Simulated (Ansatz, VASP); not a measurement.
## Be3SnAu in VASP and in Ansatz

Contents of INCAR:

```
ALGO     = Normal         # electronic algorithm
EDIFF    = 1E-6           # SCF threshold, eV
EDIFFG   = -0.01          # ionic threshold
ENCUT    = 600            # plane-wave cutoff, eV
GGA      = PE             # functional
IBRION   = 2              # ionic algorithm
ISIF     = 3              # what is computed and relaxed
ISMEAR   = 0              # smearing method
LASPH    = T              # aspherical terms in the spheres
LCHARG   = F              # write CHGCAR
LREAL    = F              # projectors in reciprocal space
LWAVE    = F              # write WAVECAR
NELM     = 100            # most SCF steps
NSW      = 100            # ionic steps
PREC     = Accurate       # precision mode
SIGMA    = 0.1            # smearing width, eV
```

File KPOINTS:

```
k-points
0
Gamma
  8 8 8
```

The input POSCAR:

```
Be3SnAu
1.0
    4.5619462254      0.0000000000      0.0000000000
    0.0000000000      4.5619462254      0.0000000000
    0.0000000000      0.0000000000      4.5619462254
Be Sn Au
3 1 1
Direct
    0.5000000000      0.0000000000      0.0000000000
    0.0000000000      0.5000000000      0.0000000000
    0.0000000000      0.0000000000      0.5000000000
    0.0000000000      0.0000000000      0.0000000000
    0.5000000000      0.5000000000      0.5000000000
```

Input for Ansatz:

```yaml
crystal:
  lattice:
    - [4.5619462254, 0.0, 0.0]
    - [0.0, 4.5619462254, 0.0]
    - [0.0, 0.0, 4.5619462254]
  atoms:
    - { symbol: Be, position: [0.5, 0.0, 0.0] }
    - { symbol: Be, position: [0.0, 0.5, 0.0] }
    - { symbol: Be, position: [0.0, 0.0, 0.5] }
    - { symbol: Sn, position: [0.0, 0.0, 0.0] }
    - { symbol: Au, position: [0.5, 0.5, 0.5] }
basis:
  ecutwfc: 420
kpoints:
  mp_grid: { grid: [8, 8, 8] }
hamiltonian:
  xc: pbe
scf:
  occupations: { method: gaussian, width: 0.1 }
output:
  forces: true
  stress: true
  eigenvalues: true
relax:
  adjacent_minimum: "off"
  f_tol: 0.01
  max_steps: 80
  cell: { stress_tol: 0.05 }
```

Change from the starting cell: species swapped into the BaTiO3 type (Pm-3m, No. 221).

Alike in both runs: task relaxation of cell and atoms; functional PBE; k mesh 8 × 8 × 8; occupations gaussian, width 0.1 eV; no spin polarisation.

|  | VASP | Ansatz |
| --- | --- | --- |
| version | VASP 6.6.1 | Ansatz 0.2.0 |
| potentials or method | VASP PAW PBE potentials, release 64 (Be, Sn_d, Au) | scalar-relativistic, plane waves, PAW |
| plane-wave cutoff (eV) | 600 | 420 |
| valence electrons in the cell | 31 | 39 |

|  | VASP | Ansatz | Ansatz less VASP |
| --- | --- | --- | --- |
| gap on the k mesh at the Fermi level, each at its own relaxed structure (eV) | none | none | - |
| relaxed volume (Å³/atom) | 18.96 | 18.96 | +0.008 |
| relaxed cell length with the largest relative difference (Å) | 4.559 | 4.560 | +0.0006 |

A gap of «none» marks a metal or a gap that the smearing closes. The two sets of potentials don't hold the same shells in valence.

Spin-orbit coupling is left out, which matters for the levels of Au.
